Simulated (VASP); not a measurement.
OSZICAR of a VASP run on HfN (space group P6_3/mmc):

OSZICAR:
```
       N       E                     dE             d eps       ncg     rms          rms(c)
DAV:   1     0.114430499991E+03    0.11443E+03   -0.17187E+04  1596   0.158E+03
DAV:   2    -0.488823118718E+02   -0.16331E+03   -0.15796E+03  2155   0.344E+02
DAV:   3    -0.536243028994E+02   -0.47420E+01   -0.47027E+01  2016   0.490E+01
DAV:   4    -0.536695250896E+02   -0.45222E-01   -0.45019E-01  2117   0.455E+00
DAV:   5    -0.536701669421E+02   -0.64185E-03   -0.64031E-03  2041   0.343E-01    0.809E+01
DAV:   6    -0.478289414969E+02    0.58412E+01   -0.38026E+01  1767   0.326E+01    0.635E+01
DAV:   7    -0.476556889300E+02    0.17325E+00   -0.27859E+00  1815   0.112E+01    0.225E+01
DAV:   8    -0.476016392537E+02    0.54050E-01   -0.26465E-01  2076   0.299E+00    0.255E+00
DAV:   9    -0.475966300498E+02    0.50092E-02   -0.23989E-02  1816   0.111E+00    0.224E+00
DAV:  10    -0.475962069609E+02    0.42309E-03   -0.59184E-03  1890   0.524E-01    0.793E-01
DAV:  11    -0.475960820495E+02    0.12491E-03   -0.84926E-04  1878   0.200E-01    0.963E-02
DAV:  12    -0.475960812531E+02    0.79643E-06   -0.38796E-05  1978   0.451E-02    0.881E-02
DAV:  13    -0.475960809372E+02    0.31587E-06   -0.10753E-06  1270   0.885E-03
   1 F= -.47596081E+02 E0= -.47595384E+02  d E =-.475961E+02
       N       E                     dE             d eps       ncg     rms          rms(c)
DAV:   1    -0.475993086485E+02   -0.32274E-02   -0.13006E-01  1611   0.314E+00    0.149E+00
DAV:   2    -0.475966537173E+02    0.26549E-02   -0.78980E-03  1847   0.679E-01    0.431E-01
DAV:   3    -0.475957167523E+02    0.93697E-03   -0.13520E-03  1786   0.300E-01    0.236E-01
DAV:   4    -0.475956165037E+02    0.10025E-03   -0.27070E-04  2006   0.128E-01    0.199E-01
DAV:   5    -0.475956138475E+02    0.26562E-05   -0.85360E-05  1854   0.474E-02    0.377E-02
DAV:   6    -0.475956066528E+02    0.71947E-05   -0.50426E-05  1836   0.377E-02    0.197E-02
DAV:   7    -0.475956065693E+02    0.83533E-07   -0.14358E-06  1202   0.914E-03
   2 F= -.47595607E+02 E0= -.47594909E+02  d E =0.474368E-03
       N       E                     dE             d eps       ncg     rms          rms(c)
DAV:   1    -0.475978066201E+02   -0.22000E-02   -0.52354E-02  1602   0.199E+00    0.956E-01
DAV:   2    -0.475967395071E+02    0.10671E-02   -0.32185E-03  1808   0.432E-01    0.275E-01
DAV:   3    -0.475963623248E+02    0.37718E-03   -0.53996E-04  1744   0.189E-01    0.151E-01
DAV:   4    -0.475963213581E+02    0.40967E-04   -0.11056E-04  1982   0.820E-02    0.126E-01
DAV:   5    -0.475963202140E+02    0.11441E-05   -0.33984E-05  1854   0.299E-02    0.234E-02
DAV:   6    -0.475963174024E+02    0.28117E-05   -0.21790E-05  1815   0.247E-02    0.111E-02
DAV:   7    -0.475963173586E+02    0.43749E-07   -0.80100E-07   996   0.644E-03
   3 F= -.47596317E+02 E0= -.47595618E+02  d E =-.236421E-03
```

Q: Which electronic solver shows in the log?

A: It is blocked Davidson (ALGO = Normal, or the opening steps of other solvers). The INCAR had ALGO = Normal.

Q: Can the final energy be trusted as converged?

A: The run converged. It stopped with EDIFF = 1E-6, NELM = 100, NSW = 60 and EDIFFG = -0.02 after 3 ionic steps (LDA (Ceperley-Alder, Perdew-Zunger), plane waves, VASP's LDA PAW potentials (set 64)).

The structure comes from a computed database's HfN entry (P6_3/mmc); how it stands against other phases isn't given here. This run relaxes it. Symmetry was kept, so distortions that lower it aren't found. The start is the result of an earlier pass.
